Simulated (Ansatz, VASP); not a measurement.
**PtC in two plane-wave programs**

Wanted: the spread between two codes on one cell, functional and k mesh. The cell is generated by rule, not measured, and may not be a known phase. The cell is taken from a series of runs on this material, whose earlier steps may have relaxed, scaled, displaced or heated it; both programs get it as it stands.

Calculated with Ansatz 0.2.0; plane waves, with VASP 6.6.1 beside it; single point at PBE.

The structure was built from a prototype and need not be the compound's stable phase.

### Step 1. Starting point

The structure is hexagonal, space group P6_3/m (No. 176). The conventional cell has a = 5.802 Å, b = 5.802 Å, c = 8.825 Å, α = 90.00°, β = 90.00°, γ = 120.00°. Pt has 3 C at 1.84 to 2.10 Å nearest. Nearest to C lie 3 Pt at 1.84 to 2.10 Å. Farther neighbours are not listed.

Structure file:

```
Pt C
1.0
    -5.02475   -2.90104    0.00000
    -5.02475    2.90104    0.00000
     0.00000    0.00000   -8.82537
Pt C
6 6
Direct
  0.39283 0.97025 0.75000
  0.97025 0.63692 0.75000
  0.63692 0.39283 0.75000
  0.27384 0.69641 0.25000
  0.02975 0.27384 0.25000
  0.69641 0.02975 0.25000
  0.24378 0.71145 0.75000
  0.04478 0.24378 0.75000
  0.71144 0.04478 0.75000
  0.42289 0.95522 0.25000
  0.95522 0.62189 0.25000
  0.62189 0.42289 0.25000
```

### Step 2. VASP: single point, PBE

With cell and atoms fixed, the geometry can't cause a difference; cores, projectors, grids and the points listed under the comparison can.

Lines of VASP's logs that name or quote its potential files are left out, and so is its time.

The input, INCAR:

```
SYSTEM = PtC
PREC = Accurate
ENCUT = 600
EDIFF = 1E-06
NELM = 120
ISMEAR = 1
SIGMA = 0.2
LREAL = .FALSE.
ALGO = Normal
GGA = PE
NBANDS = 54
LASPH = .TRUE.
LORBIT = 11
LWAVE = .FALSE.
LCHARG = .FALSE.
ISIF = 2
GGA_COMPAT = .FALSE.
KPAR = 2
```

The input, POSCAR:

```
PtC
1.0
   -5.0247504398     -2.9010410191      0.0000000000
   -5.0247504398      2.9010410190      0.0000000000
    0.0000000000      0.0000000000     -8.8253723278
Pt C
6 6
Direct
    0.3928250834      0.9702543912      0.7500000000
    0.9702516861      0.6369210578      0.7500000000
    0.6369183528      0.3928277885      0.7500000000
    0.2738383314      0.6964144338      0.2500000000
    0.0297450620      0.2738410365      0.2500000000
    0.6964117287      0.0297477671      0.2500000000
    0.2437753711      0.7114459140      0.7500000000
    0.0447765422      0.2437780762      0.7500000000
    0.7114432089      0.0447792473      0.7500000000
    0.4228880437      0.9552229110      0.2500000000
    0.9552202059      0.6218895777      0.2500000000
    0.6218868726      0.4228907488      0.2500000000
```

The input, KPOINTS:

```
Automatic mesh
0
Gamma
9 9 4
0 0 0
```

Potentials, in the order of the species: Pt and C (PBE family, release 64).

Run with:

```
$ mpirun -np 2 vasp_std
```

Numbers of over 12 decimals in the logs are rounded to 6 here.

Log:

```text
[banner, memory and clock lines left out]
running    2 mpi-ranks, on    1 nodes
 distrk:  each k-point on    1 cores,    2 groups
 distr:  one band on    1 cores,    1 groups

 POSCAR found type information on POSCAR PtC
 POSCAR found :  2 types and      12 ions
 LDA part: xc-table for (Slater+PW92), standard interpolation
 POSCAR, INCAR and KPOINTS ok, starting setup
 FFT: planning ... GRIDC
 FFT: planning ... GRID_SOFT
 FFT: planning ... GRID
 WAVECAR not read
 entering main loop
       N       E                     dE             d eps       ncg     rms          rms(c)
DAV:   1     0.521875313967E+03    0.52188E+03   -0.42459E+04  4860   0.156E+03
DAV:   2    -0.436404967908E+02   -0.56552E+03   -0.53475E+03  5548   0.297E+02
DAV:   3    -0.869225571181E+02   -0.43282E+02   -0.41549E+02  6084   0.749E+01
DAV:   4    -0.885722234174E+02   -0.16497E+01   -0.16355E+01  6048   0.152E+01
DAV:   5    -0.886260971438E+02   -0.53874E-01   -0.53814E-01  6298   0.272E+00    0.467E+01
DAV:   6    -0.805483482656E+02    0.80777E+01   -0.89996E+01  6006   0.469E+01    0.206E+01
DAV:   7    -0.764087557860E+02    0.41396E+01   -0.20937E+01  5354   0.239E+01    0.112E+01
DAV:   8    -0.763804111281E+02    0.28345E-01   -0.25304E+00  5784   0.594E+00    0.425E+00
DAV:   9    -0.762349875174E+02    0.14542E+00   -0.28989E-01  5904   0.296E+00    0.725E-01
DAV:  10    -0.762377196850E+02   -0.27322E-02   -0.73533E-02  5736   0.102E+00    0.192E-01
DAV:  11    -0.762378190067E+02   -0.99322E-04   -0.30513E-03  5416   0.249E-01    0.132E-01
DAV:  12    -0.762376419258E+02    0.17708E-03   -0.66628E-04  5896   0.137E-01    0.329E-02
DAV:  13    -0.762376474169E+02   -0.54912E-05   -0.16510E-04  5416   0.611E-02    0.819E-03
DAV:  14    -0.762376468662E+02    0.55075E-06   -0.72719E-06  5552   0.115E-02
   1 F= -.76237647E+02 E0= -.76235024E+02  d E =-.786713E-02
```

Parts of OUTCAR (step 2):

```text
ion  position               nearest neighbor table
   1  0.393  0.970  0.750-   8 1.84   7 2.07   9 2.10   3 2.91   2 2.91   2 3.39   3 3.39
   2  0.970  0.637  0.750-   7 1.84   9 2.07   8 2.10   3 2.91   1 2.91   1 3.39   3 3.39
   3  0.637  0.393  0.750-   9 1.84   8 2.07   7 2.10   2 2.91   1 2.91   1 3.39   2 3.39
   4  0.274  0.696  0.250-  12 1.84  10 2.07  11 2.10   5 2.91   6 2.91   5 3.39   6 3.39
   5  0.030  0.274  0.250-  11 1.84  12 2.07  10 2.10   4 2.91   6 2.91   4 3.39   6 3.39
   6  0.696  0.030  0.250-  10 1.84  11 2.07  12 2.10   5 2.91   4 2.91   4 3.39   5 3.39
   7  0.244  0.711  0.750-   2 1.84   1 2.07   3 2.10
   8  0.045  0.244  0.750-   1 1.84   3 2.07   2 2.10
   9  0.711  0.045  0.750-   3 1.84   2 2.07   1 2.10
  10  0.423  0.955  0.250-   6 1.84   4 2.07   5 2.10
  11  0.955  0.622  0.250-   5 1.84   6 2.07   4 2.10
  12  0.622  0.423  0.250-   4 1.84   5 2.07   6 2.10

  LATTYP: Found a hexagonal cell.
 ALAT       =     5.8020820380
 C/A-ratio  =     1.5210698970

 Subroutine GETGRP returns: Found 12 space group operations
 (whereof  3 operations were pure point group operations)

The static configuration has the point symmetry C_3 .
 The point group associated with its full space group is C_6h.

 Found     45 irreducible k-points:

   k-points           NKPTS =     45   k-points in BZ     NKDIM =     45   number of bands    NBANDS=     54

   dimension x,y,z NGX =    48 NGY =   48 NGZ =   72
   dimension x,y,z NGXF=    96 NGYF=   96 NGZF=  144

   ENCUT  =  600.0 eV  44.10 Ry    6.64 a.u.  11.59 11.59 17.63*2*pi/ulx,y,z

   NELECT =      84.0000    total number of electrons

 k-points in reciprocal lattice and weights: Automatic mesh
   0.00000000  0.00000000  0.00000000       0.003
   0.11111111 -0.00000000  0.00000000       0.019
   0.22222222 -0.00000000  0.00000000       0.019
   0.33333333 -0.00000000  0.00000000       0.019
   0.44444444 -0.00000000  0.00000000       0.019
   0.22222222  0.11111111  0.00000000       0.019
   0.33333333  0.11111111  0.00000000       0.019
   0.22222222 -0.11111111  0.00000000       0.019
   0.44444444  0.11111111  0.00000000       0.019
[...]
0.33333333 -0.22222222  0.50000000       0.019
  -0.33333333  0.33333333  0.50000000       0.006

 average (electrostatic) potential at core
       1 -72.1297       2 -72.1297       3 -72.1297       4 -72.1296       5 -72.1295
       6 -72.1296       7 -53.4446       8 -53.4446       9 -53.4445      10 -53.4447
      11 -53.4447      12 -53.4447

 E-fermi :   2.8597

 k-point     1 :       0.0000    0.0000    0.0000
  band No.  band energies     occupation
    ...
     42       1.8232      2.00000
     43       2.2407      2.00011
     44       2.2407      2.00011
     45       2.3180      2.00087
     46       2.3180      2.00087
     47       4.9560     -0.00000
     48       4.9560     -0.00000
     49       5.0103     -0.00000
     50       5.0103     -0.00000
     51       6.9408      0.00000
    ...

 k-point     2 :       0.1111   -0.0000    0.0000
  band No.  band energies     occupation
    ...
     42       1.6507      2.00000
     43       2.4394      2.01135
     44       2.4790      2.02157
     45       2.7891      1.55813
     46       2.8424      1.14605
     47       4.8160     -0.00000
     48       4.8392     -0.00000
     49       4.9473     -0.00000
     50       4.9779     -0.00000
     51       6.6369     -0.00000
    ...

 k-point     3 :       0.2222   -0.0000    0.0000
  band No.  band energies     occupation
    ...
     40       1.4676      2.00000
     41       1.5005      2.00000
     42       2.1629      2.00001
     43       2.7339      1.86526
     44       2.7495      1.79348
     45       3.5768     -0.00000
     46       3.6140     -0.00000
     47       4.4935     -0.00000
     48       4.5729     -0.00000
     49       4.7237     -0.00000
    ...

  Total      -13.8905956    -13.8905956     -0.2435534     -0.0000041     -0.0000000      0.0000000
  in kB      -86.4968023    -86.4968023     -1.5166084     -0.0000256     -0.0000000      0.0000000
  external PRESSURE =     -58.1700710 kB  Pullay stress =       0.0000000 kB

  energy-cutoff  :      600.00
  volume of cell :      257.30
      direct lattice vectors                 reciprocal lattice vectors
    -5.024750440 -2.901041019  0.000000000    -0.099507429 -0.172351924  0.000000000
    -5.024750440  2.901041019  0.000000000    -0.099507429  0.172351924  0.000000000
     0.000000000  0.000000000 -8.825372328     0.000000000  0.000000000 -0.113309667

 POSITION                                       TOTAL-FORCE (eV/Angst)
 -----------------------------------------------------------------------------------
     -6.84913      1.67515     -6.61903         0.921989     -0.078308      0.000000
     -8.07564     -0.96701     -6.61903        -0.393178      0.837620      0.000000
     -5.17422     -0.70812     -6.61903        -0.528811     -0.759312      0.000000
     -4.87528      1.22591     -2.20634        -0.921989      0.078308     -0.000000
     -1.52544      0.70813     -2.20634         0.528811      0.759312      0.000000
     -3.64877     -1.93402     -2.20634         0.393178     -0.837620      0.000000
     -4.79975      1.35673     -6.61903        -2.632608     -1.502817     -0.000000
     -1.44991      0.57731     -6.61903         0.014826      3.031314      0.000000
     -3.79983     -1.93402     -6.61903         2.617782     -1.528497      0.000000
     -6.92466      1.54433     -2.20634         2.632608      1.502817     -0.000000
     -7.92458     -0.96701     -2.20634        -2.617782      1.528497     -0.000000
     -5.24975     -0.57730     -2.20634        -0.014826     -3.031314     -0.000000
 -----------------------------------------------------------------------------------
    total drift:                               -0.003428     -0.009793      0.000061

  FREE ENERGIE OF THE ION-ELECTRON SYSTEM (eV)
  ---------------------------------------------------
  free  energy   TOTEN  =       -76.2376468662 eV

  energy  without entropy=      -76.2297797381  energy(sigma->0) =      -76.23502449

 total charge
# of ion       s       p       d       tot
------------------------------------------
    1        0.786   0.677   8.036   9.499
    2        0.786   0.677   8.036   9.499
    3        0.786   0.677   8.036   9.499
    4        0.786   0.677   8.036   9.499
    5        0.786   0.677   8.036   9.499
    6        0.786   0.677   8.036   9.499
    7        0.910   1.345   0.000   2.255
    8        0.910   1.345   0.000   2.255
    9        0.910   1.345   0.000   2.255
   10        0.910   1.345   0.000   2.255
   11        0.910   1.345   0.000   2.255
   12        0.910   1.345   0.000   2.255
--------------------------------------------------
tot         10.178  12.134  48.216  70.529

[... 3 further parts left out ...]
```

The run ends at a pressure of -5.82 GPa, with forces up to 3.0 eV/Å.

### Step 3. Ansatz: single point, PBE

Ansatz runs on its default PAW (the set named soft_2) files.

The same cell, functional, mesh and smearing now go to Ansatz, which takes its cutoff from its data sets.

The input, input.yaml:

```yaml
crystal:
  lattice:
    - [-5.0247504398, -2.9010410191, 0.0]
    - [-5.0247504398, 2.901041019, 0.0]
    - [0.0, 0.0, -8.8253723278]
  atoms:
    - { symbol: Pt, position: [0.3928263448, -0.0297465057, 0.75] }
    - { symbol: Pt, position: [-0.0297454266, 0.6369185351, 0.75] }
    - { symbol: Pt, position: [0.63692124, 0.3928268916, 0.75] }
    - { symbol: Pt, position: [0.2738403219, 0.6964131724, 0.25] }
    - { symbol: Pt, position: [0.0297454266, 0.2738397751, 0.25] }
    - { symbol: Pt, position: [0.6964120933, 0.0297481316, 0.25] }
    - { symbol: C, position: [0.2437776975, 0.7114444846, 0.75] }
    - { symbol: C, position: [0.0447761936, 0.2437766468, 0.75] }
    - { symbol: C, position: [0.7114428602, 0.0447804929, 0.75] }
    - { symbol: C, position: [0.4228889692, -0.0447778179, 0.25] }
    - { symbol: C, position: [-0.0447761936, 0.6218861737, 0.25] }
    - { symbol: C, position: [0.6218904731, 0.4228900198, 0.25] }
kpoints:
  mp_grid: { grid: [9, 9, 4] }
hamiltonian:
  xc: pbe
scf:
  occupations: { method: methfessel_paxton, width: 0.2 }
output:
  forces: true
  stress: true
  eigenvalues: true
```

Run with:

```
$ ansatz run input.yaml --threads 4 --pin off --max-ram 7168MiB --backend cpu --events-out ev --progress --plain --runs-dir out
```

Log:

```text
Warning: the atoms were moved onto the symmetric positions of the space group found under crystal.symmetry.tolerance 1.0e-5 (fractional; no operation is sought that the atoms, as they stand in a round, miss by more than twice it, and no atom is moved by as much as it), and the run uses the moved positions. Before a round's move an operation carried an atom to 2.49e-5 Å from where it should land, the largest such dist [...]
Engine: ansatz 0.2.0, x86_64-unknown-linux-gnu
Pseudopotentials: kind: paw
Pseudopotential: Pt, paw, valence charge 18, recommended cutoff 420 eV (normal), Pt.paw.azcp
Pseudopotential: C, paw, valence charge 4, recommended cutoff 420 eV (normal), C.paw.azcp
Functional definition: PBE
  parameter kappa = 0.804
  parameter beta = 0.066725
  exchange = pbe_x(kappa = kappa, mu = beta*pi^2/3)
  correlation = pbe_c(beta = beta)
Crystal: 12 atoms, lattice volume = 257.295 Å³
Basis set: ecut = 420 eV, 5057 PW (Γ), exchange–correlation on 80×80×120 points (8 copies of the dense FFT grid, shifted against one another)
Bands: 80, of which v1, the nominal top of the filled ones, is band 66 counted from 1 (65 counted from 0)
Symmetry: 12 space group operations
Space group: P63/m (ITA 176), of the structure as read, at distance tolerance 6.4e-5 Å
k-points: 45 of 324
Non-local potential: Pt, projectors of the file, l = 0: 3, l = 1: 2, l = 2: 2, l = 3: 1
Non-local potential: C, projectors of the file, l = 0: 2, l = 1: 2, l = 2: 1
PAW form: soft (Blöchl's): semilocal exchange-correlation on the pseudo side does not see the compensation charge
PAW one-centre angular grid: Pt, 590 points (default); XC on 64 Gauss nodes
PAW one-centre angular grid: C, 110 points (default); XC on 64 Gauss nodes
Initial density: superposition of atomic densities (neutral atoms: chi_scale 0, normalization atom), corrected by the library's trained network
Initial wavefunctions: pseudopotential atomic-orbital guess
Functional: x = pbe(κ = 0.804, μ = 0.219515), c = pbe(β = 0.066725)
SCF iter   1: F=—  HF=-76628.145690 eV  |F-HF|=—  |Δ(HF+E_count)|=         —  Δρ=1.15e-2  dr2=1.78e-1  ethr=1.77e-3  ⟨swp⟩=5.3  Hψ=12756  notcnv=0
preconditioner: auto → LDOS  [metal: Δε(μ)=0.018 eV  Ē_g=7.433 eV  σ=0.200 eV  W_gap=0.07  n_scr=54 (ndim 8)  ℏωp=21.2 eV  f_vac=0.251  D(μ)=9.94/eV (n_scr^D=96)  β→1.0]
SCF iter   2: F=—  HF=-76628.124129 eV  |F-HF|=—  |Δ(HF+E_count)|=   2.16e-2  S|Δr|=    0.00e0  Δρ=3.20e-3  dr2=2.18e-2  ethr=1.35e-4  ⟨swp⟩=2.1  Hψ=5843  notcnv=0  defer=1
SCF iter   3: F=—  HF=-76628.120217 eV  |F-HF|=—  |Δ(HF+E_count)|=   3.91e-3  S|Δr|=    0.00e0  Δρ=1.22e-3  dr2=4.87e-3  ethr=1.65e-5  ⟨swp⟩=2.0  Hψ=5805  notcnv=0  defer=1
SCF iter   4: F=—  HF=-76628.119385 eV  |F-HF|=—  |Δ(HF+E_count)|=   8.32e-4  S|Δr|=    0.00e0  Δρ=5.77e-4  dr2=6.73e-4  ethr=3.69e-6  ⟨swp⟩=2.1  Hψ=5146  notcnv=0  defer=1
SCF iter   5: F=—  HF=-76628.119259 eV  |F-HF|=—  |Δ(HF+E_count)|=   1.26e-4  S|Δr|=    0.00e0  Δρ=1.29e-4  dr2=3.40e-5  ethr=5.10e-7  ⟨swp⟩=2.0  Hψ=5124  notcnv=0  defer=1
SCF iter   6: F=—  HF=-76628.119437 eV  |F-HF|=—  |Δ(HF+E_count)|=   1.77e-4  S|Δr|=    0.00e0  Δρ=2.95e-5  dr2=3.22e-6  ethr=2.57e-8  ⟨swp⟩=2.0  Hψ=5238  notcnv=0  defer=1
SCF iter   7: F=—  HF=-76628.119437 eV  |F-HF|=—  |Δ(HF+E_count)|=   1.74e-7  S|Δr|=    0.00e0  Δρ=7.59e-6  dr2=1.53e-7  ethr=2.44e-9  ⟨swp⟩=2.0  Hψ=5284  notcnv=0  defer=1
SCF iter   8: F=-76628.119437 eV  HF=-76628.119437 eV  |F-HF|=4.10e-9  |Δ(HF+E_count)|=   4.30e-8  S|Δr|=    0.00e0  Δρ=2.12e-6  dr2=1.40e-8  ethr=7.58e-11  ⟨swp⟩=9.2  Hψ=13660  notcnv=0
SCF 1 converged in 8 iterations: F = -76628.119437 eV  dr2 = 1.40e-8
  greatest PAW one-centre occupation: 1.000 electrons in one spin orbital (limit 2), on the Pt atom at site 5 (counted from 0), in its partial waves of l = 0
SCF converged after 8 iterations
Stability not checked: this state was not tested for a lower state beside it, because cold or Methfessel-Paxton smearing, or corrected tetrahedra, fill the levels in a way that the test cannot read (fill_not_monotonic; see scf.lower_state_search)
Free energy (F): -76628.119437 eV
Harris-Foulkes:  -76628.119437 eV  (|F-HF|=4.10e-9)
Internal energy: -76628.111129 eV  (E = F + TS)
E sigma→0 (E₀):  -76628.117360 eV
Entropy (-TS):   -0.008308 eV (-0.692 meV/atom)
Fermi energy:    7.607227 eV
--- Per-component energies (eV) ---
  E_band       = -2542.431280
  E_kinetic    = 4301.198171
  E_local      = -19203.265872  (includes V_loc(G=0)·N_el)
  E_nonlocal   = 1353.268441
  E_hartree    = 7459.233686
  E_xc         = -1839.197626
  E_vxc        = -2146.647914  (∫ρ·V_xc dr)
  E_paw        = -57312.169316  (= ΣΔE_a)
  E_vpaw       = -1765.439672  (= ΣTr[D̂ρ^β])
  E_aug_tail   = 0.001110  (compensation charges beyond the density's cutoff)
  E_ewald      = -11387.179721
  E_smearing   = -0.008308  (= −TS)
  E_closure    = 0.000000  (closes the sum)
  Σ components = -76628.119437   (vs F -76628.119437, Δ=0.00e0)
--- Forces (eV/Å), atoms counted from 1 ---
  atom   1  Pt     0.91246136     0.03017262     0.00000000
  atom   2  Pt    -0.48236094     0.77512841     0.00000000
  atom   3  Pt    -0.43010042    -0.80530103     0.00000000
  atom   4  Pt    -0.91246136    -0.03017262     0.00000000
  atom   5  Pt     0.43010042     0.80530103     0.00000000
  atom   6  Pt     0.48236094    -0.77512841     0.00000000
  atom   7  C     -2.56699208    -1.48846330     0.00000000
  atom   8  C     -0.00555098     2.96731200     0.00000000
  atom   9  C      2.57254307    -1.47884871     0.00000000
  atom  10  C      2.56699208     1.48846330     0.00000000
  atom  11  C     -2.57254307     1.47884871     0.00000000
  atom  12  C      0.00555098    -2.96731200     0.00000000
  max |Σ_I F_I| component: 4.44e-16 eV/Å
--- Stress (GPa, compression-positive) ---
       -8.875516       0.000000       0.000000
       -0.000000      -8.875516       0.000000
        0.000000       0.000000      -0.116786
  P = ⅓ Tr σ = -5.9559 GPa (-59.559 kbar)
--- Band table (eV; the first three rows and the last of 45) ---
  k-point 0: bands = [... 62 lower, 5.6921, 6.0210, 6.5479, 6.5770, 6.9983, 6.9983, 7.0766, 7.0766, ... 10 higher]
  k-point 1: bands = [... 62 lower, 5.6936, 5.9501, 6.5518, 6.5724, 7.0085, 7.0085, 7.0640, 7.0640, ... 10 higher]
  k-point 2: bands = [... 62 lower, 5.7646, 5.7646, 6.5618, 6.5618, 7.0351, 7.0351, 7.0351, 7.0351, ... 10 higher]
  k-point 44: bands = [... 62 lower, 6.7271, 6.7271, 7.5210, 7.5210, 7.9749, 7.9749, 8.4252, 8.4252, ... 10 higher]
```

The run ends at a pressure of -5.96 GPa, with forces up to 3.0 eV/Å.

### Step 4. Side by side

Known differences besides the potentials themselves: the data sets hold 132 valence electrons in Ansatz (on its default PAW (the set named soft_2) files) and 84 in VASP; the cutoff is 420 eV in Ansatz and 600 eV in VASP. Total energies have different zeros and are not compared.

Compared:

```
      quantity  Ansatz   VASP  difference
pressure (GPa)   -5.96  -5.82       -0.14
```

Forces on 10 of the 12 atoms, those with the largest forces and the largest differences (eV/Å; atoms numbered as in POSCAR):

```
atom         Ansatz x, y, z           VASP x, y, z
 Pt1    0.912, 0.030, 0.000   0.922, -0.078, 0.000
 Pt2   -0.482, 0.775, 0.000   -0.393, 0.838, 0.000
 Pt4  -0.912, -0.030, 0.000   -0.922, 0.078, 0.000
 Pt6   0.482, -0.775, 0.000   0.393, -0.838, 0.000
  C7  -2.567, -1.488, 0.000  -2.633, -1.503, 0.000
  C8   -0.006, 2.967, 0.000    0.015, 3.031, 0.000
  C9   2.573, -1.479, 0.000   2.618, -1.528, 0.000
 C10    2.567, 1.488, 0.000    2.633, 1.503, 0.000
 C11   -2.573, 1.479, 0.000   -2.618, 1.528, 0.000
 C12   0.006, -2.967, 0.000  -0.015, -3.031, 0.000
```

The forces differ by 52 meV/Å r.m.s., which is 4.0 % of the r.m.s. force of 1.294 eV/Å (both taken over all components).

### Step 5. What the set-up changes

Further runs change the set-up of one program: Ansatz's method, potentials or start, or VASP's data sets, cutoff or form of LDA. The table gives Ansatz less VASP for each quantity, since a change that brings one quantity closer may part another.

```
                                   run  r.m.s. force difference (meV/Å)  pressure (GPa)
                              as above                               52           -0.14
VASP with the data sets Pt_sv_GW and C                               18            0.31
```

### Step 6. What came out

```
r.m.s. force difference (single point, PBE) : 4.0 % of the r.m.s. force
```

In words: The r.m.s. force difference is 4.0 % of the r.m.s. force (single point, PBE), beyond the 3 % picked in this series as the mark of a large difference. The data sets hold unlike numbers of valence electrons (132 in Ansatz and 84 in VASP), so part of the differences comes from the potentials. Single point, PBE, VASP with the data sets Pt_sv_GW and C: r.m.s. force difference goes from 52 to 18 meV/Å; the difference in pressure goes from -0.14 to 0.31 GPa. Such differences can come from data sets, numerical settings and the points named under the comparisons, not from the functional's error against experiment.

[Lines on the potential files, build, host, timing and source positions are cut from VASP's logs without a mark.]

[Logs are printed without paths, hosts, clocks, repeated set-up lines and the standing remarks that a program may print on its own settings, such as how far it seeks lower states.]

[Hosts, paths, dates, database ids (printed as entryN), source tags and the programs' standing remarks are cut or masked in the printed files.]
